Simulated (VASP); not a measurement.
These are r2SCAN meta-GGA, VASP's PBE PAW potentials (set 64) (plane waves; VASP) values and carry that method's errors. For the first row: Numerical set-up: 400 eV cut-off, 6×6×4 Γ-centred mesh, tetrahedra with Blöchl corrections, potentials Cd Te.

| system | energy (eV/atom) |
|---|---|
| CdTe (space group P6_3mc) | -23.3176 |
| Cd (hcp) | -20.0949 |
| Te (trig) | -25.4140 |

The references are the elements' solids at the same level; no temperature or zero-point terms are added.   Spin-orbit coupling is left out, which shifts such energies by up to tenths of an eV for the heavy elements here.

Problem. What is the formation energy per atom of CdTe?

Solution. The references average (2×(-20.0949) + 2×(-25.4140))/4 = -22.7544 eV, so the formation energy is -23.3176 − (-22.7544) = -0.563 eV/atom.
